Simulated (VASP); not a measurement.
```
CELL_PARAMETERS angstrom
      4.04496    -2.24708    -0.02317
      4.04496     2.24708    -0.02317
      2.81781     0.00000     3.67037
ATOMIC_POSITIONS crystal
  Bi 0.23719 0.23719 0.23719
  Bi 0.76281 0.76281 0.76281
```

Method: LDA (Ceperley-Alder, Perdew-Zunger) with spin-orbit coupling, VASP's LDA PAW potentials (set 64) (plane waves; VASP 6.6.1). Settings: 400 eV cut-off, 9×9×9 Γ-centred mesh, Gaussian smearing of 0.050 eV, potentials Bi_d.

Q: Give the energies of bands 25 to 37 at the high-symmetry points, in eV from the Fermi level.

A: 
```csv
band,Γ,T,H2,L,S0,F
25,-2.89,-1.67,-4.54,-1.74,-4.79,-5.14
26,-2.89,-1.67,-4.54,-1.74,-4.79,-5.14
27,-0.79,-1.31,-4.38,-1.70,-3.27,-3.91
28,-0.79,-1.31,-4.38,-1.70,-3.27,-3.91
29,-0.61,0.09,-0.38,-0.12,-2.13,-2.62
30,-0.61,0.09,-0.38,-0.12,-2.13,-2.62
31,1.28,0.21,0.58,0.00,2.39,2.38
32,1.28,0.21,0.58,0.00,2.39,2.38
33,3.58,0.85,4.94,0.65,3.85,4.22
34,3.58,0.85,4.94,0.65,3.85,4.22
35,3.83,1.02,5.40,0.97,4.62,6.27
36,3.83,1.02,5.40,0.97,4.62,6.27
37,5.54,7.36,5.99,7.76,6.27,7.08
```

It has no gap at this level: it comes out as a metal or semimetal.

The compound is Bi in the a7 structure. It was relaxed first, which changed the volume by -5 %.
